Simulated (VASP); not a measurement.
# Au (Gold): cell size against the level of theory

How close do the usual functionals, with and without dispersion, come to the cell of Au (Gold)? The levels: PBE, LDA, r2SCAN and PBE + D3(BJ). The start is a cell from a database of measured crystal structures.

Calculated with VASP 6.6.1; PBE; plane waves and PAW (Au), in the first sound run; inputs show where later runs differ.

**What experiment says.**

For Au, fcc (bulk gold, literature value, 298 K), “Mechanisms for carbon adsorption on Au(110)-(2*1): A work function analysis” (2018, arxiv:1805.06931) quotes earlier work: lattice constant a (cubic lattice constant) 4.078 Å [Literature room-temperature value quoted in the computational methods part; includes …].

The database entry behind the starting cell differs from later determinations by our own check (about 0.15 % short), so it need not match the best structure at ambient conditions.

**1. Starting point**

Before any relaxation, the start is as follows. The structure is cubic, space group Fm-3m (No. 225). Conventional cell: a = 4.072 Å, b = 4.072 Å, c = 4.072 Å, α = 90.00°, β = 90.00°, γ = 90.00°. Nearest to Au lie 12 Au at 2.88 Å.

Coordinates:

```xyz
1
Lattice="0.0000 2.0360 2.0360 2.0360 0.0000 2.0360 2.0360 2.0360 0.0000" Properties=species:S:1:pos:R:3 pbc="T T T"
Au    0.0000    0.0000    0.0000
```

**2. Relaxation with PBE**

Properties are meant for the cell that this level of theory prefers, so cell and atoms are relaxed first (ISIF = 3) until forces and stress are small; EDIFFG sets the threshold. PBE, the usual starting point, adds the gradient of the density.

Contents of INCAR:

```
SYSTEM = Au
PREC = Accurate
ENCUT = 520
EDIFF = 1E-06
NELM = 100
ISMEAR = -1
SIGMA = 0.05
LREAL = .FALSE.
ALGO = Normal
GGA = PE
NBANDS = 11
LASPH = .TRUE.
LORBIT = 11
LWAVE = .FALSE.
LCHARG = .FALSE.
KPAR = 2
IBRION = 2
NSW = 60
ISIF = 3
EDIFFG = -0.01
```

Contents of POSCAR:

```
Au
1.0
    0.0000000000      2.0360000000      2.0360000000
    2.0360000000      0.0000000000      2.0360000000
    2.0360000000      2.0360000000      0.0000000000
Au
1
Direct
    0.0000000000      0.0000000000      0.0000000000
```

Contents of KPOINTS:

```
Automatic mesh
0
Gamma
9 9 9
0 0 0
```

PAW data sets: Au (PBE family, release 64).

Run with:

```bash
$ mpirun -np 2 vasp_std
```

Output:

```text
[banner, memory and clock lines left out]
running    2 mpi-ranks, on    1 nodes
 distrk:  each k-point on    1 cores,    2 groups
 distr:  one band on    1 cores,    1 groups

 POSCAR found type information on POSCAR Au
 POSCAR found :  1 types and       1 ions
 LDA part: xc-table for (Slater+PW92), standard interpolation
 POSCAR, INCAR and KPOINTS ok, starting setup
 FFT: planning ... GRIDC
 FFT: planning ... GRID_SOFT
 FFT: planning ... GRID
 WAVECAR not read
 entering main loop
       N       E                     dE             d eps       ncg     rms          rms(c)
DAV:   1     0.478148265910E+02    0.47815E+02   -0.58832E+03   834   0.900E+02
DAV:   2    -0.285553521831E+01   -0.50670E+02   -0.47743E+02   857   0.192E+02
DAV:   3    -0.347493891576E+01   -0.61940E+00   -0.61804E+00   878   0.203E+01
DAV:   4    -0.347701058176E+01   -0.20717E-02   -0.20716E-02   854   0.136E+00
DAV:   5    -0.347702549652E+01   -0.14915E-04   -0.14914E-04   884   0.110E-01    0.963E+00
DAV:   6    -0.323491533376E+01    0.24211E+00   -0.67732E-01   830   0.707E+00    0.610E+00
DAV:   7    -0.321570171454E+01    0.19214E-01   -0.68877E-02   875   0.225E+00    0.279E+00
DAV:   8    -0.321347847448E+01    0.22232E-02   -0.14961E-03   833   0.352E-01    0.220E-01
DAV:   9    -0.321347121546E+01    0.72590E-05   -0.15754E-05   883   0.351E-02    0.256E-02
DAV:  10    -0.321347609352E+01   -0.48781E-05   -0.29955E-06   848   0.181E-02    0.598E-04
DAV:  11    -0.321347609031E+01    0.32101E-08   -0.50925E-08   442   0.186E-03
   1 F= -.32134761E+01 E0= -.32132339E+01  d E =-.321348E+01
 curvature:   0.00 expect dE= 0.000E+00 dE for cont linesearch  0.000E+00
 trial: gam= 0.00000 g(F)=  0.000E+00 g(S)=  0.165E+00 ort = 0.000E+00 (trialstep = 0.100E+01)
 search vector abs. value=  0.165E+00
 bond charge predicted
       N       E                     dE             d eps       ncg     rms          rms(c)
DAV:   1    -0.595628554179E+01   -0.27428E+01   -0.52906E+01   800   0.713E+01    0.133E+01
DAV:   2    -0.333440550183E+01    0.26219E+01   -0.72140E+00   788   0.229E+01    0.604E+00
DAV:   3    -0.319042307949E+01    0.14398E+00   -0.55621E-01   830   0.611E+00    0.480E+00
DAV:   4    -0.318671451677E+01    0.37086E-02   -0.12425E-02   803   0.860E-01    0.121E+00
DAV:   5    -0.318646877076E+01    0.24575E-03   -0.40824E-03   867   0.380E-01    0.239E-02
DAV:   6    -0.318652019037E+01   -0.51420E-04   -0.49448E-05   841   0.610E-02    0.929E-03
DAV:   7    -0.318652586698E+01   -0.56766E-05   -0.29998E-06   853   0.134E-02    0.506E-03
DAV:   8    -0.318652595341E+01   -0.86423E-07   -0.41330E-08   424   0.168E-03
   2 F= -.31865260E+01 E0= -.31860818E+01  d E =0.269501E-01
[...]
3 F= -.32441933E+01 E0= -.32439463E+01  d E =-.307172E-01
 curvature:  -0.23 expect dE=-0.152E-04 dE for cont linesearch -0.152E-04
 ZBRENT: interpolating
 opt :   0.3928  next Energy=    -3.244206 (dE=-0.307E-01)
 bond charge predicted
       N       E                     dE             d eps       ncg     rms          rms(c)
DAV:   1    -0.324439359121E+01   -0.20032E-03   -0.34258E-03   806   0.567E-01    0.818E-02
DAV:   2    -0.324421472615E+01    0.17887E-03   -0.55008E-04   803   0.194E-01    0.316E-02
DAV:   3    -0.324420793042E+01    0.67957E-05   -0.31643E-05   851   0.450E-02    0.241E-02
DAV:   4    -0.324420902794E+01   -0.10975E-05   -0.12759E-06   803   0.853E-03    0.864E-04
DAV:   5    -0.324420901800E+01    0.99377E-08   -0.21101E-08   394   0.129E-03
   4 F= -.32442090E+01 E0= -.32439627E+01  d E =-.307329E-01
 curvature:  -0.20 expect dE=-0.293E-06 dE for cont linesearch -0.293E-06
 trial: gam= 0.00000 g(F)=  0.180E-69 g(S)=  0.149E-05 ort =-0.496E-03 (trialstep = 0.879E+00)
 search vector abs. value=  0.149E-05
 reached required accuracy - stopping structural energy minimisation
```

Elapsed: 15 s, on 2 MPI ranks of Intel Xeon Platinum 8488C (Sapphire Rapids), shared host; peak memory 0.27 GiB.

The logs omit lines about the potential files and the build; timing stands in the text.

From OUTCAR (step 2):

```text
ion  position               nearest neighbor table
   1  0.000  0.000  0.000-

  LATTYP: Found a face centered cubic cell.
 ALAT       =     4.0720000000

 Subroutine GETGRP returns: Found 48 space group operations
 (whereof 48 operations were pure point group operations)

The static configuration has the point symmetry O_h .

 Found     35 irreducible k-points:

   k-points           NKPTS =     35   k-points in BZ     NKDIM =     35   number of bands    NBANDS=     11

   dimension x,y,z NGX =    24 NGY =   24 NGZ =   24
   dimension x,y,z NGXF=    48 NGYF=   48 NGZF=   48

   ENCUT  =  520.0 eV  38.22 Ry    6.18 a.u.   5.35  5.35  5.35*2*pi/ulx,y,z

   NELECT =      11.0000    total number of electrons

 k-points in reciprocal lattice and weights: Automatic mesh
   0.00000000  0.00000000  0.00000000       0.001
   0.11111111  0.00000000  0.00000000       0.011
   0.22222222  0.00000000  0.00000000       0.011
   0.33333333  0.00000000  0.00000000       0.011
   0.44444444  0.00000000  0.00000000       0.011
   0.11111111  0.11111111  0.00000000       0.008
   0.22222222  0.11111111  0.00000000       0.033
   0.33333333  0.11111111  0.00000000       0.033
   0.44444444  0.11111111  0.00000000       0.033
[...]
-0.33333333  0.44444444  0.11111111       0.033
  -0.33333333  0.44444444  0.22222222       0.033

 average (electrostatic) potential at core
       1 -64.7789

 E-fermi :   8.8100

 k-point     1 :       0.0000    0.0000    0.0000
  band No.  band energies     occupation
    ...
      2       4.2280      2.00000
      3       4.2280      2.00000
      4       4.2280      2.00000
      5       5.6118      2.00000
      6       5.6118      2.00000
      7      23.2345      0.00000
      8      26.9415      0.00000
      9      26.9415      0.00000
     10      26.9415      0.00000
     11      31.6906      0.00000

 k-point     2 :       0.1111    0.0000    0.0000
  band No.  band energies     occupation
    ...
      2       4.1150      2.00000
      3       4.3528      2.00000
      4       4.3528      2.00000
      5       5.5657      2.00000
      6       5.5657      2.00000
      7      23.5634      0.00000
      8      24.7720      0.00000
      9      27.3677      0.00000
     10      27.3677      0.00000
     11      31.8278      0.00000

 k-point     3 :       0.2222    0.0000    0.0000
  band No.  band energies     occupation
    ...
      2       4.0394      2.00000
      3       4.4970      2.00000
      4       4.4970      2.00000
      5       5.6696      2.00000
      6       5.6696      2.00000
      7      20.5640      0.00000
      8      24.3060      0.00000
      9      28.0745      0.00000
     10      28.0745      0.00000
     11      29.9336      0.00000

  Total       -0.0032092     -0.0032092     -0.0032092     -0.0000000      0.0000000     -0.0000000
  in kB       -0.2868474     -0.2868474     -0.2868474     -0.0000000      0.0000000     -0.0000000
  external PRESSURE =      -0.2868474 kB  Pullay stress =       0.0000000 kB

  energy-cutoff  :      520.00
  volume of cell :       17.93
      direct lattice vectors                 reciprocal lattice vectors
     0.000000000  2.077192381  2.077192381    -0.240709529  0.240709529  0.240709529
     2.077192381 -0.000000000  2.077192381     0.240709529 -0.240709529  0.240709529
     2.077192381  2.077192381 -0.000000000     0.240709529  0.240709529 -0.240709529

 POSITION                                       TOTAL-FORCE (eV/Angst)
 -----------------------------------------------------------------------------------
      0.00000      0.00000      0.00000         0.000000      0.000000      0.000000
 -----------------------------------------------------------------------------------
    total drift:                               -0.000000      0.000000     -0.000000

  FREE ENERGIE OF THE ION-ELECTRON SYSTEM (eV)
  ---------------------------------------------------
  free  energy   TOTEN  =        -3.2442090180 eV

  energy  without entropy=       -3.2437164651  energy(sigma->0) =       -3.24396274

 reached required accuracy - stopping structural energy minimisation

 total charge
# of ion       s       p       d       tot
------------------------------------------
    1        0.523   0.317   8.761   9.602

[... 3 further parts left out ...]
```

CONTCAR:

```
Au
   1.00000000000000
     0.0000000000000000    2.0771923811826212    2.0771923811826212
     2.0771923811826212   -0.0000000000000000    2.0771923811826212
     2.0771923811826212    2.0771923811826212   -0.0000000000000000
  Au
     1
Direct
     0.0000000000000000    0.0000000000000000    0.0000000000000000
```

This run has no spin polarisation. Its electron count is odd, so without a moment it is a metal by construction. The k-mesh is coarse for a metal. The run keeps the 48 symmetry operations of its start, so it cannot find a distortion of lower symmetry.

The steps of the relaxation:

```
step  energy less that of the first step (eV)  largest force (eV/Å)  pressure (GPa)  volume (Å³)
   1                                   0.0000                0.0000           10.13        16.88
   2                                   0.0269                0.0000           -9.72        19.62
   3                                  -0.0307                0.0000           -0.19        17.95
   4                                  -0.0307                0.0000           -0.03        17.93
```

```
conventional cell, symmetrised  before  after  change
                         a (Å)   4.072  4.154  +2.0 %
                         b (Å)   4.072  4.154  +2.0 %
                         c (Å)   4.072  4.154  +2.0 %
              volume (Å³/atom)   16.88  17.93  +6.2 %
```

Final coordinates:

```xyz
1
Lattice="0.0000 2.0772 2.0772 2.0772 0.0000 2.0772 2.0772 2.0772 0.0000" Properties=species:S:1:pos:R:3 pbc="T T T"
Au    0.0000    0.0000    0.0000
```

Numbers from this step:

```yaml
electrons: 11
bands: 11
irreducible_k_points: 35
symmetry_operations: 48
free_energy_toten: -3.244 eV
energy_at_zero_smearing: -3.244 eV
fermi_energy: 8.81 eV
pressure: -0.02868 GPa
metallic: yes
scf_cycles_over_all_ionic_steps: 31
```

It ends with forces that vanish by symmetry and a pressure of -0.03 GPa. The volume lies +6.2 % from that of the database's start. The conventional cell has a = 4.154 Å.

**3. Relaxation with LDA**

This step: LDA; plane waves and PAW (Au) (VASP 6.6.1).

LDA, the lowest rung, knows the local density alone.

Edit INCAR of step 2 so:

```diff
@@ -9,3 +9,3 @@
 ALGO = Normal
-GGA = PE
+GGA = CA
 NBANDS = 11
```

POSCAR is that of step 2.

KPOINTS is that of step 2.

Run with:

```bash
$ mpirun -np 2 vasp_std
```

Output:

```text
[banner, memory and clock lines left out]
running    2 mpi-ranks, on    1 nodes
 distrk:  each k-point on    1 cores,    2 groups
 distr:  one band on    1 cores,    1 groups

 POSCAR found type information on POSCAR Au
 POSCAR found :  1 types and       1 ions
|                                                                             |
|               ----> ADVICE to this user running VASP <----                  |
|                                                                             |
|     You enforced a specific xc type in the INCAR file but a different       |
|     [... a line on the potential file left out ...]
|     I HOPE YOU KNOW WHAT YOU ARE DOING!                                     |
|                                                                             |

 LDA part: xc-table for (Slater(with rela. corr.)+CA(PZ))
 , standard interpolation
 POSCAR, INCAR and KPOINTS ok, starting setup
 FFT: planning ... GRIDC
 FFT: planning ... GRID_SOFT
 FFT: planning ... GRID
 WAVECAR not read
 entering main loop
       N       E                     dE             d eps       ncg     rms          rms(c)
DAV:   1     0.463803081560E+02    0.46380E+02   -0.58670E+03   834   0.900E+02
DAV:   2    -0.431425233194E+01   -0.50695E+02   -0.47684E+02   857   0.191E+02
DAV:   3    -0.494105327556E+01   -0.62680E+00   -0.62535E+00   878   0.204E+01
DAV:   4    -0.494310812238E+01   -0.20548E-02   -0.20547E-02   854   0.135E+00
DAV:   5    -0.494312260757E+01   -0.14485E-04   -0.14484E-04   881   0.108E-01    0.100E+01
DAV:   6    -0.453220675953E+01    0.41092E+00   -0.12296E+00   821   0.929E+00    0.580E+00
DAV:   7    -0.450649417228E+01    0.25713E-01   -0.82159E-02   872   0.235E+00    0.285E+00
DAV:   8    -0.450274857362E+01    0.37456E-02   -0.15802E-03   818   0.429E-01    0.322E-01
DAV:   9    -0.450273037340E+01    0.18200E-04   -0.21082E-05   857   0.344E-02    0.124E-02
DAV:  10    -0.450273084637E+01   -0.47296E-06   -0.10249E-06   728   0.803E-03
   1 F= -.45027308E+01 E0= -.45024768E+01  d E =-.450273E+01
 curvature:   0.00 expect dE= 0.000E+00 dE for cont linesearch  0.000E+00
 trial: gam= 0.00000 g(F)=  0.000E+00 g(S)=  0.981E-02 ort = 0.000E+00 (trialstep = 0.100E+01)
 search vector abs. value=  0.981E-02
 bond charge predicted
       N       E                     dE             d eps       ncg     rms          rms(c)
DAV:   1    -0.467470994848E+01   -0.17198E+00   -0.32431E+00   806   0.177E+01    0.260E+00
DAV:   2    -0.450507389625E+01    0.16964E+00   -0.50876E-01   797   0.600E+00    0.924E-01
DAV:   3    -0.449806933320E+01    0.70046E-02   -0.28922E-02   872   0.139E+00    0.620E-01
DAV:   4    -0.449809108217E+01   -0.21749E-04   -0.15529E-03   821   0.263E-01    0.937E-02
DAV:   5    -0.449806518068E+01    0.25901E-04   -0.30672E-05   833   0.443E-02    0.588E-03
DAV:   6    -0.449806772338E+01   -0.25427E-05   -0.37295E-07   711   0.448E-03    0.999E-04
DAV:   7    -0.449806786887E+01   -0.14549E-06   -0.59268E-08   427   0.167E-03
   2 F= -.44980679E+01 E0= -.44977412E+01  d E =0.466298E-02
 trial-energy change:    0.004663  1 .order    0.004996   -0.009815    0.019807
 step:   0.3466(harm=  0.3313)  dis= 0.00000  next Energy=    -4.504446 (dE=-0.171E-02)
 bond charge predicted
       N       E                     dE             d eps       ncg     rms          rms(c)
DAV:   1    -0.457839996799E+01   -0.80332E-01   -0.13909E+00   806   0.116E+01    0.161E+00
DAV:   2    -0.450787469970E+01    0.70525E-01   -0.20955E-01   791   0.389E+00    0.749E-01
DAV:   3    -0.450450879394E+01    0.33659E-02   -0.13922E-02   869   0.973E-01    0.505E-01
DAV:   4    -0.450446222201E+01    0.46572E-04   -0.45319E-04   812   0.161E-01    0.331E-02
DAV:   5    -0.450446750516E+01   -0.52832E-05   -0.16229E-05   899   0.289E-02    0.233E-03
DAV:   6    -0.450446864070E+01   -0.11355E-05   -0.43072E-07   647   0.486E-03    0.514E-04
DAV:   7    -0.450446864017E+01    0.52296E-09   -0.16341E-08   406   0.101E-03
   3 F= -.45044686E+01 E0= -.45041999E+01  d E =-.173779E-02
 curvature:  -0.17 expect dE=-0.139E-06 dE for cont linesearch -0.139E-06
 trial: gam=-0.00915 g(F)=  0.831E-69 g(S)=  0.837E-06 ort = 0.906E-04 (trialstep = 0.869E+00)
 search vector abs. value=  0.171E-09
 reached required accuracy - stopping structural energy minimisation
```

Run time: 12 s. Hardware: 2 MPI ranks; peak memory 0.24 GiB.

Parts of OUTCAR (step 3):

```text
The static configuration has the point symmetry O_h .

 Found     35 irreducible k-points:

   NELECT =      11.0000    total number of electrons

 E-fermi :   9.4558

 k-point     1 :       0.0000    0.0000    0.0000
  band No.  band energies     occupation
    ...
      2       4.7266      2.00000
      3       4.7266      2.00000
      4       4.7266      2.00000
      5       6.3352      2.00000
      6       6.3352      2.00000
      7      24.0514      0.00000
      8      28.1313      0.00000
      9      28.1313      0.00000
     10      28.1313      0.00000
     11      33.1735      0.00000

 k-point     2 :       0.1111    0.0000    0.0000
  band No.  band energies     occupation
    ...
      2       4.5922      2.00000
      3       4.8686      2.00000
      4       4.8686      2.00000
      5       6.2788      2.00000
      6       6.2788      2.00000
      7      24.5154      0.00000
      8      25.9488      0.00000
      9      28.6572      0.00000
     10      28.6572      0.00000
     11      33.6104      0.00000

  Total       -0.0024041     -0.0024041     -0.0024041     -0.0000000     -0.0000000      0.0000000
  in kB       -0.2312011     -0.2312011     -0.2312011     -0.0000000     -0.0000000      0.0000000
  external PRESSURE =      -0.2312011 kB  Pullay stress =       0.0000000 kB

  energy-cutoff  :      520.00
  volume of cell :       16.66
      direct lattice vectors                 reciprocal lattice vectors
     0.000000000  2.027134008  2.027134008    -0.246653649  0.246653649  0.246653649
     2.027134008  0.000000000  2.027134008     0.246653649 -0.246653649  0.246653649
     2.027134008  2.027134008  0.000000000     0.246653649  0.246653649 -0.246653649

  FREE ENERGIE OF THE ION-ELECTRON SYSTEM (eV)
  ---------------------------------------------------
  free  energy   TOTEN  =        -4.5044686402 eV

  energy  without entropy=       -4.5039312356  energy(sigma->0) =       -4.50419994

 total charge
# of ion       s       p       d       tot
------------------------------------------
    1        0.545   0.374   8.758   9.677

[... 9 parts as in an earlier step ...]

[... 5 further parts left out ...]
```

CONTCAR:

```
Au
   1.00000000000000
     0.0000000000000000    2.0271340078624256    2.0271340078624256
     2.0271340078624256    0.0000000000000000    2.0271340078624256
     2.0271340078624256    2.0271340078624256    0.0000000000000000
  Au
     1
Direct
     0.0000000000000000    0.0000000000000000    0.0000000000000000
```

The PAW data sets were made with PBE, though LDA sets exist; this is a small mismatch.

Relaxation path:

```
step  energy less that of the first step (eV)  largest force (eV/Å)  pressure (GPa)  volume (Å³)
   1                                   0.0000                0.0000           -2.47        16.88
   2                                   0.0047                0.0000            5.18        16.25
   3                                  -0.0017                0.0000           -0.02        16.66
```

```
conventional cell, symmetrised  before  after  change
                         a (Å)   4.072  4.054  -0.4 %
                         b (Å)   4.072  4.054  -0.4 %
                         c (Å)   4.072  4.054  -0.4 %
              volume (Å³/atom)   16.88  16.66  -1.3 %
```

The relaxed structure:

```cif
data_structure
_symmetry_space_group_name_H-M 'P 1'
_symmetry_Int_Tables_number 1
_cell_length_a 2.8668
_cell_length_b 2.8668
_cell_length_c 2.8668
_cell_angle_alpha 60.000
_cell_angle_beta 60.000
_cell_angle_gamma 60.000
_cell_volume 16.66
loop_
_atom_site_label
_atom_site_type_symbol
_atom_site_fract_x
_atom_site_fract_y
_atom_site_fract_z
_atom_site_occupancy
Au1 Au 0.00000 0.00000 0.00000 1
```

Numbers from this step:

- free energy (TOTEN): -4.504 eV
- energy at zero smearing: -4.504 eV
- Fermi energy: 9.456 eV
- pressure: -0.02312 GPa
- SCF cycles over all ionic steps: 24

It ends at 16.66 Å³/atom, -1.3 % from the start, with -0.02 GPa left. The conventional cell has a = 4.054 Å.

[end of part 1 of 2]

[Lines on the potential files, build, host, timing and source positions are cut from VASP's logs without a mark.]

[Logs are printed without paths, hosts, clocks, repeated set-up lines and the standing remarks that a program may print on its own settings, such as how far it seeks lower states.]

[Hosts, paths, dates, database ids (printed as entryN), source tags and the programs' standing remarks are cut or masked in the printed files.]

[A measured line is paired with the nearest computed mode of its activity, which favours agreement.]
